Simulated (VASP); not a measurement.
Here is the system:

```
CELL_PARAMETERS angstrom
      0.00000     3.23956     3.23956
      3.23956     0.00000     3.23956
      3.23956     3.23956     0.00000
ATOMIC_POSITIONS crystal
  Hg 0.00000 0.00000 0.00000
  Te 0.25000 0.25000 0.25000
```

All values below come from vdW-DF-cx, VASP's PBE PAW potentials (set 64) (plane waves; VASP). Numerical set-up: 520 eV cut-off, 10×10×10 Γ-centred mesh, first-order Methfessel-Paxton smearing of 0.10 eV, potentials Hg Te.

**Question.** Give the stress tensor in GPa (positive for a compressed cell).

**Answer.** 
```
1.30  0.00  0.00
0.00  1.30  0.00
0.00  0.00  1.30
```
The pressure is its mean diagonal, 1.30 GPa.

The compound is HgTe in the zinc blende structure. This cell is one point of a volume scan, at 0.97 of the reference volume.
